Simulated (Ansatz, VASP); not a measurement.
## SnSe2 in two plane-wave programs

Aim: how closely do two programs agree when they are given the same cell, functional and k mesh? Of the first pair: The structure shown is the start of the Ansatz relaxation below; VASP solves that cell, so the two are compared at the walk's first step.

Program: Ansatz 0.2.0. Level of theory: plane waves, with VASP 6.6.1 beside it; single point at PBE. Results are calculated unless marked as measured.

## 1. Set-up

The cell holds 3 atoms: 1 Sn and 2 Se. Cell: a = 3.800 Å, b = 3.800 Å, c = 29.927 Å, α = 90.0°, β = 90.0°, γ = 120.0°. Vacuum lies along c. The height across the vacuum is the one that the program set for its solve, not the one typed.

## 2. Ansatz: relaxation, PBE

Ansatz runs on its default PAW (the set named soft_2) files.

The two programs are compared at the cell with which this relaxation starts, whose forces are those of its first step.

Input file input.yaml:

```yaml
crystal:
  lattice:
    - [3.8, 0.0, 0.0]
    - [-1.9, 3.2909, 0.0]
    - [0.0, 0.0, 20.0]
  atoms:
    - { symbol: Sn, position: [0.0, 0.0, 0.5] }
    - { symbol: Se, position: [0.333333, 0.666667, 0.57659] }
    - { symbol: Se, position: [0.666667, 0.333333, 0.42341] }
  periodic: [true, true, false]
kpoints:
  mp_grid: { grid: [6, 6, 1] }
hamiltonian:
  xc: pbe
scf:
  occupations: { method: gaussian, width: 0.1 }
output:
  forces: true
  stress: true
  eigenvalues: true
relax:
  adjacent_minimum: "off"
  f_tol: 0.05
  max_steps: 80
  cell: { stress_2d_tol: 0.02 }
```

On the command line:

```bash
$ ansatz run input.yaml --threads 8 --pin off --max-ram 14336MiB --backend cpu --events-out ev --progress --plain --runs-dir out
```

Numbers of over 12 decimals in the logs are rounded to 6 here.

Output:

```text
Warning: crystal.periodic: the lattice vector that does not repeat stood 0.000° off the slab's normal, 20.000 Å along it as the deck builds it. The run solves the slab on a vector along the normal, 29.927 Å long, with every atom where it was (on the deck's vector they left 16.94 Å outside them, and the widest stretch free of ions among them is 1.53 Å). A fractional position that the run reports is one of the run's ce [...]
Warning: the atoms were moved onto the symmetric positions of the space group found under crystal.symmetry.tolerance 1.0e-5 (fractional; no operation is sought that the atoms, as they stand in a round, miss by more than twice it, and no atom is moved by as much as it), and the run uses the moved positions. Before a round's move an operation carried an atom to 3.80e-6 Å from where it should land, the largest such dist [...]
[...]
Crystal: 3 atoms, lattice volume = 387.886 Å³
Basis set: ecut = 420 eV, 7673 PW (Γ), exchange–correlation on 54×54×432 points (8 copies of the dense FFT grid, shifted against one another)
iter 1 solved again at ethr=6.15e-7 eV; its pass at ethr=3.10e-3 eV (dr2=2.83e-4 eV) is discarded
SCF iter   1: F=—  HF=-16963.374275 eV  |F-HF|=—  |Δ(HF+E_count)|=         —  Δρ=2.51e-4  dr2=2.69e-4  ethr=6.15e-7  ⟨swp⟩=3.3  Hψ=1139  notcnv=0
preconditioner: auto → Resta (q_TF=auto, 1.912 Å⁻¹)  ε∞=1.6  [insulator: Δε(μ)=0.791 eV  Ē_g=9.552 eV  σ=0.100 eV  W_gap=1.00  n_scr=36 (ndim 8)  ℏωp=7.5 eV  f_vac=0.771  D(μ)=0.00/eV (n_scr^D=0)  ε∞_Penn≈1.6  vacuum switching on, ρ_ref=6.6e-3 e/Å³]
SCF iter   2: F=—  HF=-16963.374194 eV  |F-HF|=—  |Δ(HF+E_count)|=   8.06e-5  Δρ=1.13e-4  dr2=5.48e-5  ethr=5.84e-7  ⟨swp⟩=1.6  Hψ=206  notcnv=0
SCF iter   3: F=—  HF=-16963.374183 eV  |F-HF|=—  |Δ(HF+E_count)|=   1.11e-5  Δρ=2.27e-5  dr2=3.38e-6  ethr=1.19e-7  ⟨swp⟩=3.1  Hψ=305  notcnv=0
SCF iter   4: F=—  HF=-16963.374183 eV  |F-HF|=—  |Δ(HF+E_count)|=   1.03e-7  Δρ=1.02e-5  dr2=5.66e-7  ethr=7.34e-9  ⟨swp⟩=3.0  Hψ=317  notcnv=0
SCF iter   5: F=-16963.374183 eV  HF=-16963.374183 eV  |F-HF|=8.61e-9  |Δ(HF+E_count)|=   9.42e-8  Δρ=2.19e-6  dr2=3.08e-8  ethr=6.52e-10  ⟨swp⟩=10.6  Hψ=1060  notcnv=0
SCF 4 converged in 5 iterations: F = -16963.374183 eV  dr2 = 3.08e-8
relax step   4: F+E_penalty+E_count = -16963.37418327 eV  Δ(F+E_penalty+E_count) = -1.468e-3 eV  max|allowed force component| = 1.516e-2 eV/Å  Δτ_max = 0.0118 Å  P = +0.045 N/m  Ω = 387.886 Å³  energy of the carried Pulay correction = -6.759e-4 eV  fix = [c, alpha, beta]  reactions: c +0.000 N/m  (5 SCF iters, dr2 threshold 3.00e-7 eV, accepted)
[...]
relax step   5: F+E_penalty+E_count = -16963.37422752 eV  Δ(F+E_penalty+E_count) = -4.425e-5 eV  max|allowed force component| = 9.148e-5 eV/Å  Δτ_max = 0.0027 Å  P = +0.008 N/m  Ω = 388.520 Å³  energy of the carried Pulay correction = -7.068e-4 eV  fix = [c, alpha, beta]  reactions: c +0.000 N/m  (5 SCF iters, dr2 threshold 2.96e-9 eV, accepted)
[...]
relax step   6: F+E_penalty+E_count = -16963.37488595 eV  Δ(F+E_penalty+E_count) = -6.584e-4 eV  max|allowed force component| = 3.579e-4 eV/Å  Δτ_max = 0.0000 Å  P = +0.004 N/m  Ω = 388.520 Å³  fix = [c, alpha, beta]  reactions: c +0.000 N/m  stress off target by 4.19e-3 N/m on what of the cell is left free  SCF on the basis re-selected at this cell (its energy is not comparable with the rows above)  (8 SCF iters)
basis re-selected at this cell: Δ(F+E_penalty+E_count) = -6.584e-4 eV, ΔP = -0.003 N/m vs the last step (what re-selecting the basis moved, of the pressure what is left beyond the Pulay correction that the steps carried, after the strain that the cell walked since its last selection, with what the two solves' SCF thresholds leave and, on support functions, any second-order correction that the steps lacked; it is no m [...]
SCF converged after 8 iterations
Free energy (F): -16963.374886 eV
Harris-Foulkes:  -16963.374886 eV  (|F-HF|=5.02e-10)
Internal energy: -16963.374886 eV  (E = F + TS)
E sigma→0 (E₀):  -16963.374886 eV
Fermi energy:    -5.654374 eV
--- Per-component energies (eV) ---
  E_band       = -1499.386050
  E_kinetic    = 422.983509
  E_local      = -92189.492331  (includes V_loc(G=0)·N_el)
  E_nonlocal   = -1222.413157
  E_hartree    = 45852.243132
  E_xc         = -588.768776
  E_vxc        = -289.856035  (∫ρ·V_xc dr)
  E_paw        = -7963.828697  (= ΣΔE_a)
  E_vpaw       = 74.906960  (= ΣTr[D̂ρ^β])
  E_aug_tail   = -0.001204  (compensation charges beyond the density's cutoff)
  E_ewald      = 38725.902638
  E_smearing   = -0.000000  (= −TS)
  E_closure    = 0.000000  (closes the sum)
  Σ components = -16963.374886   (vs F -16963.374886, Δ=0.00e0)
--- Forces (eV/Å), atoms counted from 1 ---
  atom   1  Sn    -0.00000000     0.00000000     0.00000000
  atom   2  Se    -0.00000000     0.00000000    -0.00035795
  atom   3  Se    -0.00000000    -0.00000000     0.00035795
  max |Σ_I F_I| component: 9.25e-18 eV/Å
--- 2D stress c σ (N/m, compression-positive) ---
        0.004185       0.000000       0.000000
        0.000000       0.004185       0.000000
        0.000000       0.000000       0.000000
  P = ½ c Tr σ = 0.0042 N/m
--- Band table (eV; the first three rows and the last of 7) ---
  k-point 0: bands = ["-52.6809", "-52.6809", "-52.6809", "-52.6809", "-52.6506", "-52.6506", "-52.6504", "-52.6504", "-52.6393", "-52.6392", "-27.1576", "-27.1576", "-27.1267", "-27.1171", "-27.1171", "-19.3675", "-18.0997", "-11.5792", "-7.0684", "-6.5157", "-6.5157", "-6.1357", "-6.1357", "-4.5525", "-3.0063", "-1.4849", "-1.4849", "-0.4009"]
  k-point 1: bands = ["-52.6809", "-52.6809", "-52.6808", "-52.6807", "-52.6507", "-52.6507", "-52.6505", "-52.6504", "-52.6392", "-52.6391", "-27.1667", "-27.1494", "-27.1238", "-27.1193", "-27.1164", "-19.1201", "-17.9383", "-11.6925", "-8.1406", "-7.2346", "-7.1566", "-6.9079", "-6.0591", "-3.8944", "-2.2370", "-1.1790 (-1.1790°)", "-0.9572", "-0.1522"]
  k-point 2: bands = ["-52.6809", "-52.6808", "-52.6805", "-52.6805", "-52.6507", "-52.6507", "-52.6505", "-52.6504", "-52.6391", "-52.6390", "-27.1884", "-27.1391", "-27.1331", "-27.1085", "-27.1051", "-18.4763", "-17.6294", "-12.3576", "-9.6913", "-8.1837", "-7.9086", "-6.7093", "-6.2474", "-4.7601", "-1.8936", "-0.6098", "-0.3906", "0.3011"]
  k-point 6: bands = ["-52.6806", "-52.6806", "-52.6806", "-52.6806", "-52.6508", "-52.6506", "-52.6506", "-52.6504", "-52.6390", "-52.6390", "-27.1690", "-27.1690", "-27.1177", "-27.1177", "-27.1005", "-17.6057", "-17.6057", "-13.0356", "-9.5523", "-9.5523", "-9.1753", "-6.8224", "-6.8224", "-4.2369", "-0.7696", "-0.7696", "0.4846", "2.0078"]
  ° read free of the cell's end (the report's vacuum.weakly_bound_levels)
--- Relaxed structure (5 steps of the walk, 4 accepted, 1 SCFs on fresh bases) ---
  F+E_penalty+E_count = -16963.37488595 eV   max|allowed force component| = 3.579e-4 eV/Å   (the final SCF, on the basis selected at the relaxed cell)
  cell:  # Å, volume = 388.5200 Å³
    - [3.871759, 0.0, 0]
    - [-1.935880, 3.353042, 0]
    - [0, 0, 29.927200]
  atoms:
    - { symbol: Sn, position: [0, 0, 0.334144] }
    - { symbol: Se, position: [0.333333, 0.666667, 0.387380] }
    - { symbol: Se, position: [0.666667, 0.333333, 0.280909] }
```

## 3. VASP: single point, PBE, start cell, pair 1

The same cell, functional, mesh and smearing now go to VASP, with its own data sets.

Lines of VASP's logs that name or quote its potential files are left out, and so is its time.

Input file INCAR:

```
SYSTEM = SnSe2
PREC = Accurate
ENCUT = 400
EDIFF = 1E-06
NELM = 120
ISMEAR = 0
SIGMA = 0.1
LREAL = .FALSE.
ALGO = Normal
GGA = PE
NBANDS = 19
LORBIT = 11
LWAVE = .FALSE.
LCHARG = .FALSE.
ISIF = 2
LDIPOL = .TRUE.
IDIPOL = 3
DIPOL = 0.5 0.5 0.334
LVHAR = .TRUE.
LASPH = .TRUE.
GGA_COMPAT = .FALSE.
EFERMI = MIDGAP
NELMDL = -8
KPAR = 2
```

Input file POSCAR:

```
SnSe2
1.0
    3.8000020000      0.0000000000      0.0000000000
   -1.9000010000      3.2908980000      0.0000000000
    0.0000000000      0.0000000000     29.9272000000
Sn Se
1 2
Direct
    0.0000000000      0.0000000000      0.3341441899
    0.3333333333      0.6666666667      0.3853283969
    0.6666666667      0.3333333333      0.2829599829
```

Input file KPOINTS:

```
Automatic mesh
0
Gamma
6 6 1
0 0 0
```

Potentials, in the order of the species: Sn_d and Se (PBE family, release 64).

On the command line:

```bash
$ mpirun -np 2 vasp_std
```

Output:

```text
[banner, memory and clock lines left out]
running    2 mpi-ranks, on    1 nodes
 distrk:  each k-point on    1 cores,    2 groups
 distr:  one band on    1 cores,    1 groups

 POSCAR found type information on POSCAR SnSe
 POSCAR found :  2 types and       3 ions
 LDA part: xc-table for (Slater+PW92), standard interpolation
 POSCAR, INCAR and KPOINTS ok, starting setup
 FFT: planning ... GRIDC
 FFT: planning ... GRID_SOFT
 FFT: planning ... GRID
 WAVECAR not read
 entering main loop
       N       E                     dE             d eps       ncg     rms          rms(c)
DAV:   1     0.167722756836E+03    0.16772E+03   -0.94844E+03   322   0.842E+02
DAV:   2     0.790059336209E+01   -0.15982E+03   -0.15616E+03   344   0.212E+02
DAV:   3    -0.116111222753E+02   -0.19512E+02   -0.19408E+02   348   0.864E+01
DAV:   4    -0.120429219473E+02   -0.43180E+00   -0.43124E+00   366   0.160E+01
DAV:   5    -0.120537101980E+02   -0.10788E-01   -0.10788E-01   403   0.242E+00
DAV:   6    -0.120538662579E+02   -0.15606E-03   -0.15606E-03   358   0.229E-01
DAV:   7    -0.120538802002E+02   -0.13942E-04   -0.13942E-04   422   0.543E-02
DAV:   8    -0.120538802742E+02   -0.73938E-07   -0.73755E-07   297   0.449E-03    0.520E+00
DAV:   9    -0.117826084133E+02    0.27127E+00   -0.54615E-01   405   0.804E+00    0.339E+00
DAV:  10    -0.117618998829E+02    0.20709E-01   -0.27496E-01   343   0.359E+00    0.527E-01
DAV:  11    -0.117558818313E+02    0.60181E-02   -0.33541E-02   365   0.199E+00    0.301E-01
DAV:  12    -0.117562603327E+02   -0.37850E-03   -0.29918E-03   310   0.327E-01    0.567E-02
DAV:  13    -0.117562565642E+02    0.37686E-05   -0.19957E-04   382   0.149E-01    0.305E-02
DAV:  14    -0.117562786022E+02   -0.22038E-04   -0.87447E-05   325   0.517E-02    0.879E-03
DAV:  15    -0.117562970813E+02   -0.18479E-04   -0.48597E-06   315   0.128E-02    0.829E-03
DAV:  16    -0.117563815496E+02   -0.84468E-04   -0.19421E-05   267   0.158E-02    0.438E-03
DAV:  17    -0.117564430542E+02   -0.61505E-04   -0.42690E-06   260   0.693E-03    0.314E-03
DAV:  18    -0.117564780577E+02   -0.35004E-04   -0.26499E-06   260   0.691E-03    0.214E-03
DAV:  19    -0.117564911433E+02   -0.13086E-04   -0.15760E-07   302   0.266E-03    0.625E-04
DAV:  20    -0.117564992651E+02   -0.81218E-05   -0.18021E-07   268   0.170E-03    0.948E-04
DAV:  21    -0.117565029928E+02   -0.37277E-05   -0.92969E-08   285   0.156E-03    0.201E-04
DAV:  22    -0.117565040943E+02   -0.11015E-05   -0.17414E-08   272   0.541E-04    0.179E-04
DAV:  23    -0.117565051966E+02   -0.11023E-05   -0.14442E-08   251   0.385E-04    0.192E-04
DAV:  24    -0.117565057954E+02   -0.59884E-06   -0.72073E-09   251   0.348E-04
   1 F= -.11756506E+02 E0= -.11756506E+02  d E =-.190365E-11
```

From OUTCAR (step 3):

```text
ion  position               nearest neighbor table
   1  0.000  0.000  0.334-   2 2.68   3 2.68   3 2.68   2 2.68   3 2.68   2 2.68
   2  0.333  0.667  0.385-   1 2.68   1 2.68   1 2.68
   3  0.667  0.333  0.283-   1 2.68   1 2.68   1 2.68

  LATTYP: Found a hexagonal cell.
 ALAT       =     3.8000020000
 C/A-ratio  =     7.8755748023

 Subroutine GETGRP returns: Found 12 space group operations
 (whereof  6 operations were pure point group operations)

The static configuration has the point symmetry C_3v.
 The point group associated with its full space group is D_3d.

 Found      7 irreducible k-points:

   k-points           NKPTS =      7   k-points in BZ     NKDIM =      7   number of bands    NBANDS=     19

   dimension x,y,z NGX =    28 NGY =   28 NGZ =  196
   dimension x,y,z NGXF=    56 NGYF=   56 NGZF=  392

   ENCUT  =  400.0 eV  29.40 Ry    5.42 a.u.   6.20  6.20 48.80*2*pi/ulx,y,z

   NELECT =      26.0000    total number of electrons

 k-points in reciprocal lattice and weights: Automatic mesh
   0.00000000  0.00000000  0.00000000       0.028
   0.16666667  0.00000000  0.00000000       0.167
   0.33333333  0.00000000  0.00000000       0.167
   0.50000000  0.00000000  0.00000000       0.083
   0.16666667  0.16666667  0.00000000       0.167
   0.33333333  0.16666667  0.00000000       0.333
   0.33333333  0.33333333  0.00000000       0.056

 dipolmoment           0.000000      0.000000      0.000005 electrons x Angstroem

 average (electrostatic) potential at core
       1-110.7018       2 -61.3215       3 -61.3215

 E-fermi :  -3.5095

 k-point     1 :       0.0000    0.0000    0.0000
  band No.  band energies     occupation
    ...
      9      -4.9830      2.00000
     10      -4.5325      2.00000
     11      -4.5325      2.00000
     12      -4.0981      2.00000
     13      -4.0981      2.00000
     14      -2.1998      0.00000
     15      -0.8752      0.00000
     16       0.7154      0.00000
     17       0.7154      0.00000
     18       1.6668      0.00000
    ...

 k-point     2 :       0.1667    0.0000    0.0000
  band No.  band energies     occupation
    ...
      9      -6.3042      2.00000
     10      -5.2561      2.00000
     11      -5.2315      2.00000
     12      -4.8395      2.00000
     13      -3.9862      2.00000
     14      -1.5128      0.00000
     15      -0.0265      0.00000
     16       1.1038      0.00000
     17       1.3428      0.00000
     18       1.9220      0.00000
    ...

 k-point     3 :       0.3333    0.0000    0.0000
  band No.  band energies     occupation
    ...
      9      -7.9187      2.00000
     10      -6.2359      2.00000
     11      -6.0844      2.00000
     12      -4.6189      2.00000
     13      -4.1744      2.00000
     14      -2.5015      0.00000
     15       0.3570      0.00000
     16       1.5855      0.00000
     17       2.0405      0.00000
     18       2.6015      0.00000
    ...

  Total        2.3656668      2.3656664      2.6680599      0.0000000      0.0000000     -0.0000000
  in kB       10.1274432     10.1274416     11.4219913      0.0000000      0.0000000     -0.0000000
  external PRESSURE =      10.5589587 kB  Pullay stress =       0.0000000 kB

  energy-cutoff  :      400.00
  volume of cell :      374.25
      direct lattice vectors                 reciprocal lattice vectors
     3.800002000  0.000000000  0.000000000     0.263157756  0.151934214  0.000000000
    -1.900001000  3.290898000  0.000000000     0.000000000  0.303868427  0.000000000
     0.000000000  0.000000000 29.927200000     0.000000000  0.000000000  0.033414419

 POSITION                                       TOTAL-FORCE (eV/Angst)
 -----------------------------------------------------------------------------------
      0.00000      0.00000     10.00000        -0.000000      0.000000      0.000000
     -0.00000      2.19393     11.53180        -0.000000     -0.000000      0.880354
      1.90000      1.09697      8.46820         0.000000      0.000000     -0.880354
 -----------------------------------------------------------------------------------
    total drift:                                0.000000      0.000000      0.000059

  FREE ENERGIE OF THE ION-ELECTRON SYSTEM (eV)
  ---------------------------------------------------
  free  energy   TOTEN  =       -11.7565057954 eV

  energy  without entropy=      -11.7565057954  energy(sigma->0) =      -11.75650580

 vacuum level on the upper side and lower side of the slab         2.080         2.080

 total charge
# of ion       s       p       d       tot
------------------------------------------
    1        1.046   1.065  10.120  12.231
    2        1.480   2.343   0.028   3.851
    3        1.480   2.343   0.028   3.851
--------------------------------------------------
tot          4.006   5.751  10.176  19.933

[... 3 further parts left out ...]
```

The run ends at a pressure of 1.06 GPa, with forces up to 0.88 eV/Å.

## 4. Side by side

Known differences besides the potentials themselves: Ansatz cuts the interaction across the vacuum, VASP repeats the sheet with a dipole correction; the data sets hold 46 valence electrons in Ansatz (on its default PAW (the set named soft_2) files) and 26 in VASP; Ansatz takes its cutoff from its data sets, VASP runs at 400 eV. Total energies have different zeros and are not compared.

Forces (eV/Å; atoms numbered as in POSCAR):

| atom | Ansatz x, y, z | VASP x, y, z |
| --- | --- | --- |
| Sn1 | 0.000, 0.000, 0.000 | 0.000, 0.000, 0.000 |
| Se2 | 0.000, 0.000, 0.863 | 0.000, 0.000, 0.880 |
| Se3 | 0.000, 0.000, -0.863 | 0.000, 0.000, -0.880 |

The forces differ by 8.2 meV/Å r.m.s., which is 2.0 % of the r.m.s. force of 0.415 eV/Å (both taken over all components). With vacuum in the cell, a pressure given here is an average over mostly empty space and none of the material.

## 5. Ansatz: relaxation, PBE

This run makes the geometry at which the two programs are then compared.

The structure compared here is the end of the Ansatz relaxation.

Input file input.yaml:

```yaml
crystal:
  lattice:
    - [3.8685558024, 0.0, 0.0]
    - [-1.9342779012, 3.3502676009, 0.0]
    - [0.0, 0.0, 29.9272]
  atoms:
    - { symbol: Sn, position: [0.0, 0.0, 0.3341441899] }
    - { symbol: Se, position: [0.3333333333, 0.6666666667, 0.3874338039] }
    - { symbol: Se, position: [0.6666666667, 0.3333333333, 0.2808545759] }
  periodic: [true, true, false]
kpoints:
  mp_grid: { grid: [9, 9, 1] }
hamiltonian:
  xc: pbe
scf:
  occupations: { method: fixed }
output:
  forces: true
  stress: true
  eigenvalues: true
relax:
  adjacent_minimum: "off"
  f_tol: 0.001
  max_steps: 60
  cell: { stress_2d_tol: 0.002 }
```

On the command line:

```bash
$ ansatz run input.yaml --threads 8 --pin off --max-ram 14336MiB --backend cpu --events-out ev --progress --plain --runs-dir out
```

Output:

```text
[...]
Crystal: 3 atoms, lattice volume = 387.877 Å³
Basis set: ecut = 420 eV, 7673 PW (Γ), exchange–correlation on 54×54×432 points (8 copies of the dense FFT grid, shifted against one another)
Bands: 28, of which v1, the nominal top of the filled ones, is band 23 counted from 1 (22 counted from 0)
Symmetry: 12 space group operations
[...]
k-points: 12 of 81
[...]
° read free of the cell's end (the report's vacuum.weakly_bound_levels)
--- Relaxed structure (3 steps of the walk, 2 accepted, 1 SCFs on fresh bases) ---
[...]
cell:  # Å, volume = 387.8623 Å³
    - [3.868481, 0.0, 0.0]
    - [-1.934240, 3.350203, 0.0]
    - [0.0, 0.0, 29.9272]
  atoms:
    - { symbol: Sn, position: [0, 0, 0.3341441899] }
    - { symbol: Se, position: [0.333333, 0.666667, 0.387441] }
    - { symbol: Se, position: [0.666667, 0.333333, 0.280847] }
[key lines of the parts left out:]
SCF converged after 10 iterations
Free energy (F): -16963.385203 eV
Fermi energy:    -6.049165 eV
P = ½ c Tr σ = -0.0003 N/m
```

(Continued in part 2 of 2.)

[Lines on the potential files, build, host, timing and source positions are cut from VASP's logs without a mark.]

[Logs are printed without paths, hosts, clocks, repeated set-up lines and the standing remarks that a program may print on its own settings, such as how far it seeks lower states.]

[Hosts, paths, dates, database ids (printed as entryN), source tags and the programs' standing remarks are cut or masked in the printed files.]
